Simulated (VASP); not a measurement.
Consider the following.

```yaml
crystal:
  lattice:
    - [0.00000, 1.77910, 1.76868]
    - [1.75949, 0.00000, 1.76868]
    - [1.75949, 1.77910, 0.00000]
  atoms:
    - { symbol: C, position: [0.00000, 0.00000, 0.00000] }
    - { symbol: C, position: [0.23658, 0.26342, 0.26342] }
```

Computed with PBE GGA, VASP's PBE PAW potentials (set 64) (plane waves; VASP). Settings: ADDGRID = .TRUE., 520 eV cut-off, 11×11×11 Γ-centred mesh, Gaussian smearing of 0.050 eV, potentials C.

Q: Give the force on each atom (eV/Å).

A: 
```csv
atom,Fx,Fy,Fz
C1,1.845,0.000,0.000
C2,-1.845,0.000,0.000
```

Q: Give the stress tensor in GPa (positive for a compressed cell).

A: 
```
19.15   0.00   0.00
 0.00   9.29  -3.17
 0.00  -3.17  14.96
```
The pressure is its mean diagonal, 14.47 GPa.

The compound is C in the diamond structure. The cell was not relaxed at this level, atoms are displaced from their ideal sites. The run is one of a series of settings (ADDGRID = .TRUE. against the base run), some of them coarse on purpose.
